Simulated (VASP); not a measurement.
Output of a VASP run:

### OSZICAR
```
...
DAV:   2     0.218234560561E+02   -0.80095E+02   -0.78224E+02   829   0.318E+02
DAV:   3     0.163845469713E+02   -0.54389E+01   -0.54094E+01   924   0.753E+01
DAV:   4     0.162862538395E+02   -0.98293E-01   -0.98262E-01   895   0.114E+01
DAV:   5     0.162835688987E+02   -0.26849E-02   -0.26849E-02   960   0.162E+00    0.354E+00
DAV:   6     0.173522250718E+02    0.10687E+01   -0.27798E+00   784   0.194E+01    0.218E+00
DAV:   7     0.175414596606E+02    0.18923E+00   -0.15478E+02   754   0.421E+03    0.131E+00
DAV:   8     0.178485282243E+02    0.30707E+00   -0.10764E+00   769   0.144E+01    0.360E-01
DAV:   9     0.176406983350E+02   -0.20783E+00   -0.49120E-01   774   0.991E+00    0.287E-01
DAV:  10     0.174237444731E+02   -0.21695E+00   -0.63898E-02   864   0.314E+00    0.131E-01
DAV:  11     0.173054025392E+02   -0.11834E+00   -0.44862E-02   764   0.236E+00    0.101E-01
DAV:  12    -0.865049813823E+04   -0.86678E+04   -0.86339E+04   970   0.312E+04    0.437E+01
DAV:  13     0.198627039015E+02    0.86704E+04   -0.35890E+03   804   0.117E+02    0.620E-01
DAV:  14     0.175333272568E+02   -0.23294E+01   -0.23635E+01   819   0.573E+00    0.243E+00
DAV:  15     0.173934227794E+02   -0.13990E+00   -0.12573E+00   852   0.376E+00    0.524E-01
DAV:  16     0.173109227351E+02   -0.82500E-01   -0.50794E-02   792   0.178E+00    0.290E-01
DAV:  17     0.173027309119E+02   -0.81918E-02   -0.38631E-03   874   0.459E-01    0.225E-01
DAV:  18     0.173026213020E+02   -0.10961E-03   -0.24191E-03   809   0.389E-01    0.126E-01
DAV:  19     0.173017167099E+02   -0.90459E-03   -0.49618E-04   789   0.171E-01    0.104E-01
DAV:  20     0.173016043490E+02   -0.11236E-03   -0.57098E-04   824   0.252E-01    0.561E-02
DAV:  21     0.173016009015E+02   -0.34475E-05   -0.58199E-05   911   0.943E-02    0.493E-02
DAV:  22     0.173016997920E+02    0.98891E-04   -0.60335E-05   774   0.644E-02    0.402E-02
DAV:  23     0.173016634678E+02   -0.36324E-04   -0.10907E-04   824   0.103E-01    0.236E-02
DAV:  24     0.173016792784E+02    0.15811E-04   -0.18681E-05   780   0.369E-02    0.243E-02
DAV:  25     0.173016479225E+02   -0.31356E-04   -0.12278E-05   769   0.319E-02    0.240E-02
DAV:  26     0.173016553793E+02    0.74568E-05   -0.24002E-06   889   0.144E-02    0.273E-02
DAV:  27     0.173016574276E+02    0.20482E-05   -0.13692E-06   759   0.107E-02    0.283E-02
DAV:  28     0.173016569559E+02   -0.47167E-06   -0.90952E-08   582   0.302E-03    0.281E-02
DAV:  29     0.173016573484E+02    0.39255E-06   -0.15624E-08   382   0.125E-03    0.282E-02
DAV:  30     0.173016535143E+02   -0.38341E-05   -0.11079E-07   681   0.386E-03    0.281E-02
DAV:  31     0.173016492852E+02   -0.42291E-05   -0.67246E-08   624   0.200E-03    0.280E-02
DAV:  32     0.173016484557E+02   -0.82955E-06   -0.30791E-08   507   0.147E-03    0.282E-02
DAV:  33     0.173016448976E+02   -0.35581E-05   -0.86971E-08   670   0.223E-03    0.289E-02
DAV:  34     0.173016447663E+02   -0.13129E-06   -0.74914E-09   417   0.802E-04    0.291E-02
DAV:  35     0.173016446059E+02   -0.16043E-06   -0.93008E-10   377   0.372E-04    0.292E-02
DAV:  36     0.173016439972E+02   -0.60870E-06   -0.74381E-09   382   0.846E-04    0.289E-02
DAV:  37     0.173016440051E+02    0.79290E-08   -0.95558E-10   377   0.317E-04
   1 F= 0.17301644E+02 E0= 0.17301644E+02  d E =0.000000E+00
       N       E                     dE             ncg
       N       E                     dE             ncg
       N       E                     dE             ncg
```

**OUTCAR**
```
------------------------ aborting loop because EDIFF is reached ----------------------------------------
  FORCE on cell =-STRESS in cart. coord.  units (eV):
  Direction    XX          YY          ZZ          XY          YZ          ZX
  --------------------------------------------------------------------------------------
  Total       -0.0039990     -0.0039990     -0.0039990      0.0000000     -0.0000000      0.0000000
  in kB       -0.1116813     -0.1116813     -0.1116813      0.0000000     -0.0000000      0.0000000
  external PRESSURE =      -0.1116813 kB  Pullay stress =       0.0000000 kB
  volume of cell :       57.37
      direct lattice vectors                 reciprocal lattice vectors
     0.000000000  3.061138500  3.061138500    -0.163337921  0.163337921  0.163337921
     3.061138500  0.000000000  3.061138500     0.163337921 -0.163337921  0.163337921
     3.061138500  3.061138500  0.000000000     0.163337921  0.163337921 -0.163337921
  FREE ENERGIE OF THE ION-ELECTRON SYSTEM (eV)
  ---------------------------------------------------
  free  energy   TOTEN  =        17.3016440051 eV

  energy  without entropy=       17.3016440051  energy(sigma->0) =       17.30164401

 total charge

# of ion       s       p       d       tot
------------------------------------------
    1        0.884   0.747   9.969  11.600
    2        1.109   1.341   0.027   2.477
--------------------------------------------------
tot          1.993   2.088   9.997  14.077
```
(Selected blocks of OUTCAR.)

**POSCAR**
```
GaSb
1
    0.0000000000     3.0611385003     3.0611385003
    3.0611385003    -0.0000000000     3.0611385003
    3.0611385003     3.0611385003     0.0000000000
Ga Sb
1 1
Direct
  0.0000000000   0.0000000000   0.0000000000
  0.2500000000   0.2500000000   0.2500000000
```

Task: Write an INCAR and KPOINTS that could have produced this output.

Result: Several could match; the one computed here: the input of the run itself, revTPSS meta-GGA, plane waves, VASP's PBE PAW potentials (set 64).

KPOINTS:
```
Automatic
0
G
 8 8 8
```

KPOINTS_OPT:
```
k-points along high-symmetry lines
10
Line-mode
Reciprocal
  0.000000   0.000000   0.000000 ! GAMMA
 -0.500000  -0.500000   0.000000 ! X

 -0.500000  -0.500000   0.000000 ! X
 -0.375000  -0.375000   0.250000 ! U

 -0.375000  -0.000000   0.375000 ! K
  0.000000   0.000000   0.000000 ! GAMMA

  0.000000   0.000000   0.000000 ! GAMMA
 -0.000000  -0.000000   0.500000 ! L

 -0.000000  -0.000000   0.500000 ! L
 -0.500000  -0.250000   0.250000 ! W

 -0.500000  -0.250000   0.250000 ! W
 -0.500000  -0.500000   0.000000 ! X
```

### INCAR
```
SYSTEM = GaSb
PREC = Accurate
ENCUT = 520
EDIFF = 1E-7
NELM = 100
ALGO = Normal
LREAL = .FALSE.
LASPH = .TRUE.
ISMEAR = -5
METAGGA = RTPSS
LMIXTAU = .TRUE.
LMAXMIX = 4
LWAVE = .FALSE.
LCHARG = .FALSE.
LORBIT = 11
NEDOS = 601
ISIF = 2
```

POTCAR, in this order: Ga_d Sb (PBE.64 set). Program: vasp_std.

The compound is GaSb in the zinc blende structure. It was relaxed first.
